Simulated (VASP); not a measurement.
These are PBEsol GGA, VASP's PBE PAW potentials (set 64) (plane waves; VASP) values and carry that method's errors.

Input for VASP

File KPOINTS:
```
Automatic mesh
0
Gamma
11 11 11
0 0 0
```

### POSCAR
```
NiSi2
1
    0.0000000000     2.7050000000     2.7050000000
    2.7050000000     0.0000000000     2.7050000000
    2.7050000000     2.7050000000     0.0000000000
Si Ni
2 1
Direct
  0.2500000000   0.2500000000   0.2500000000
  0.7500000000   0.7500000000   0.7500000000
  0.0000000000   0.0000000000   0.0000000000
```

INCAR:
```
SYSTEM  =  NiSi2
PREC  =  Accurate; ENCUT  =  300; LREAL  =  .FALSE.
LASPH  =  .TRUE.
EDIFF  =  1E-6; NELM  =  100; ALGO  =  Normal
LMAXMIX  =  4
ISMEAR  =  -1; SIGMA  =  0.136
GGA  =  PS
ISIF  =  2
LWAVE  =  .FALSE.; LCHARG  =  .FALSE.
```

POTCAR, in this order: Si Ni (PBE.64 set). Program: vasp_std.

At this cut-off the stress carries a Pulay error, which pulls relaxed volumes low.

Problem. Predict the energy per atom (σ→0), pressure, band gap (on the k-mesh).

Solution. 
```json
{
 "energy per atom (σ→0)": "-6.326 eV/atom",
 "band gap (on the k-mesh)": "none (metal, semimetal or under 0.01 eV)",
 "pressure": "-1.91 GPa"
}
```

### OSZICAR
```
...
DAV:   8    -0.190583406019E+02    0.83420E-01   -0.23397E+00  2121   0.250E+01    0.271E+00
DAV:   9    -0.190058918097E+02    0.52449E-01   -0.30738E-01  1758   0.107E+01    0.625E-01
DAV:  10    -0.190034969013E+02    0.23949E-02   -0.12179E-02  1909   0.230E+00    0.255E-01
DAV:  11    -0.190033776839E+02    0.11922E-03   -0.97776E-04  1816   0.242E-01    0.532E-02
DAV:  12    -0.190033971671E+02   -0.19483E-04   -0.49821E-05  2040   0.123E-01    0.230E-02
DAV:  13    -0.190033919517E+02    0.52153E-05   -0.16109E-05  1932   0.938E-02    0.783E-03
DAV:  14    -0.190033918930E+02    0.58724E-07   -0.21210E-06  1241   0.229E-02
   1 F= -.19003392E+02 E0= -.18976511E+02  d E =-.537615E-01
```

The structure is a typed NiSi2 crystal (Fm-3m). The cell was not relaxed at this level. The run is one of a series of settings (GGA = PS against the base run), some of them coarse on purpose. The run is not spin-polarised, so no magnetic state was tried.
